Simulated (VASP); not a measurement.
```
CSi
1.0
    0.00000     2.18000     2.18000
    2.18000     0.00000     2.18000
    2.18000     2.18000     0.00000
Si C
1 1
Direct
  0.00000   0.00000   0.00000
  0.25000   0.25000   0.25000
```

These are G0W0 on PBE orbitals, VASP's PBE PAW potentials (set 64) (plane waves; VASP 6.6.1) values and carry that method's errors. Numerical set-up: PREC = Normal, 500 eV cut-off, 4×4×4 Γ-centred mesh, Gaussian smearing of 0.010 eV, potentials Si_GW C_GW_new.

The mesh is coarse and the basis finite, so the quasiparticle values are not converged.

NBANDS = 100, ENCUTGW = 150 eV, NOMEGA = 64. The PBE levels (eV) that the step starts from are:

```json
[
 {"state": "k1 (0.00, 0.00, 0.00), band 1", "KS energy": "-6.81", "filling": "2"},
 {"state": "k1 (0.00, 0.00, 0.00), band 2", "KS energy": "8.61", "filling": "2"},
 {"state": "k1 (0.00, 0.00, 0.00), band 3", "KS energy": "8.61", "filling": "2"},
 {"state": "k1 (0.00, 0.00, 0.00), band 4", "KS energy": "8.61", "filling": "2"},
 {"state": "k1 (0.00, 0.00, 0.00), band 5", "KS energy": "14.82", "filling": "0"},
 {"state": "k1 (0.00, 0.00, 0.00), band 6", "KS energy": "15.85", "filling": "0"},
 {"state": "k1 (0.00, 0.00, 0.00), band 7", "KS energy": "15.85", "filling": "0"},
 {"state": "k1 (0.00, 0.00, 0.00), band 8", "KS energy": "15.85", "filling": "0"},
 {"state": "k2 (0.25, 0.00, 0.00), band 1", "KS energy": "-5.61", "filling": "2"},
 {"state": "k2 (0.25, 0.00, 0.00), band 2", "KS energy": "4.30", "filling": "2"},
 {"state": "k2 (0.25, 0.00, 0.00), band 3", "KS energy": "8.00", "filling": "2"},
 {"state": "k2 (0.25, 0.00, 0.00), band 4", "KS energy": "8.00", "filling": "2"},
 {"state": "k2 (0.25, 0.00, 0.00), band 5", "KS energy": "14.55", "filling": "0"},
 {"state": "k2 (0.25, 0.00, 0.00), band 6", "KS energy": "16.46", "filling": "0"},
 {"state": "k2 (0.25, 0.00, 0.00), band 7", "KS energy": "16.46", "filling": "0"},
 {"state": "k2 (0.25, 0.00, 0.00), band 8", "KS energy": "17.94", "filling": "0"},
 {"state": "k6 (-0.25, 0.25, 0.00), band 1", "KS energy": "-3.78", "filling": "2"},
 {"state": "k6 (-0.25, 0.25, 0.00), band 2", "KS energy": "2.65", "filling": "2"},
 {"state": "k6 (-0.25, 0.25, 0.00), band 3", "KS energy": "4.25", "filling": "2"},
 {"state": "k6 (-0.25, 0.25, 0.00), band 4", "KS energy": "7.42", "filling": "2"},
 {"state": "k6 (-0.25, 0.25, 0.00), band 5", "KS energy": "14.09", "filling": "0"},
 {"state": "k6 (-0.25, 0.25, 0.00), band 6", "KS energy": "17.34", "filling": "0"},
 {"state": "k6 (-0.25, 0.25, 0.00), band 7", "KS energy": "17.59", "filling": "0"},
 {"state": "k6 (-0.25, 0.25, 0.00), band 8", "KS energy": "18.45", "filling": "0"}
]
```

Give the quasiparticle energies and renormalisation factors Z.

```tsv
state	QP energy (eV)	Z
k1 (0.00, 0.00, 0.00), band 1	-7.87	0.72
k1 (0.00, 0.00, 0.00), band 2	8.00	0.79
k1 (0.00, 0.00, 0.00), band 3	8.00	0.79
k1 (0.00, 0.00, 0.00), band 4	8.00	0.79
k1 (0.00, 0.00, 0.00), band 5	15.29	0.78
k1 (0.00, 0.00, 0.00), band 6	16.36	0.79
k1 (0.00, 0.00, 0.00), band 7	16.36	0.79
k1 (0.00, 0.00, 0.00), band 8	16.36	0.79
k2 (0.25, 0.00, 0.00), band 1	-6.63	0.73
k2 (0.25, 0.00, 0.00), band 2	3.46	0.76
k2 (0.25, 0.00, 0.00), band 3	7.34	0.78
k2 (0.25, 0.00, 0.00), band 4	7.34	0.78
k2 (0.25, 0.00, 0.00), band 5	15.00	0.79
k2 (0.25, 0.00, 0.00), band 6	16.97	0.79
k2 (0.25, 0.00, 0.00), band 7	16.97	0.79
k2 (0.25, 0.00, 0.00), band 8	18.52	0.76
k6 (-0.25, 0.25, 0.00), band 1	-4.76	0.74
k6 (-0.25, 0.25, 0.00), band 2	1.76	0.75
k6 (-0.25, 0.25, 0.00), band 3	3.39	0.76
k6 (-0.25, 0.25, 0.00), band 4	6.72	0.78
k6 (-0.25, 0.25, 0.00), band 5	14.47	0.80
k6 (-0.25, 0.25, 0.00), band 6	17.84	0.78
k6 (-0.25, 0.25, 0.00), band 7	18.12	0.78
k6 (-0.25, 0.25, 0.00), band 8	19.13	0.77
```
On the mesh the gap opens from 1.31 to 2.09 eV.

The compound is SiC in the zinc blende structure. The cell was not relaxed at this level. The k-mesh is coarse (spacing up to 0.62 per Å, 2π included), so the numbers may not be converged in it.
